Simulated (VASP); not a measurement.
OSZICAR of a VASP run on Ru (relaxed from the simple-cubic structure, space group P4/mmm):

OSZICAR:
```
       N       E                     dE             d eps       ncg     rms          rms(c)
DAV:   1     0.826144128715E+02    0.82614E+02   -0.86494E+03  6379   0.128E+03
DAV:   2    -0.277487988268E+02   -0.11036E+03   -0.10550E+03  6621   0.346E+02
DAV:   3    -0.293011690570E+02   -0.15524E+01   -0.15199E+01  7226   0.450E+01
DAV:   4    -0.293070871133E+02   -0.59181E-02   -0.59152E-02  7038   0.303E+00
DAV:   5    -0.293071226496E+02   -0.35536E-04   -0.35535E-04  7161   0.233E-01    0.134E+01
DAV:   6    -0.240358508087E+02    0.52713E+01   -0.59563E+00  6459   0.315E+01    0.158E+00
DAV:   7    -0.242666005268E+02   -0.23075E+00   -0.48627E-01  6414   0.808E+00    0.185E+00
DAV:   8    -0.242424924455E+02    0.24108E-01   -0.96048E-02  6567   0.293E+00    0.580E-01
DAV:   9    -0.242571514676E+02   -0.14659E-01   -0.20569E-02  6477   0.128E+00    0.114E-01
DAV:  10    -0.242581138878E+02   -0.96242E-03   -0.20318E-03  6594   0.395E-01    0.974E-02
DAV:  11    -0.242581934826E+02   -0.79595E-04   -0.36333E-04  6495   0.207E-01    0.206E-02
DAV:  12    -0.242581913789E+02    0.21037E-05   -0.90144E-05  6474   0.949E-02    0.241E-02
DAV:  13    -0.242581851392E+02    0.62397E-05   -0.20481E-05  6456   0.570E-02    0.837E-03
DAV:  14    -0.242582029078E+02   -0.17769E-04   -0.10313E-05  6570   0.248E-02    0.169E-03
DAV:  15    -0.242582055080E+02   -0.26003E-05   -0.22837E-06  6630   0.112E-02    0.713E-04
DAV:  16    -0.242582057417E+02   -0.23366E-06   -0.23256E-07  6459   0.497E-03    0.427E-04
DAV:  17    -0.242582057869E+02   -0.45250E-07   -0.76843E-08  3706   0.301E-03
   1 F= -.24258206E+02 E0= -.24258086E+02  d E =-.359225E-03
```

**Question.** Which electronic solver shows in the log?

**Answer.** It is blocked Davidson (ALGO = Normal, or the opening steps of other solvers). The INCAR had ALGO = Normal.

**Question.** Can the final energy be trusted as converged?

**Answer.** The run converged. It stopped with EDIFF = 1E-7, NELM = 100 (r2SCAN meta-GGA, plane waves, VASP's PBE PAW potentials (set 64)).

The structure was generated: Ru was put into the simple-cubic type (Pm-3m), which need not be its known phase. This cell was strained or had an atom moved on purpose.
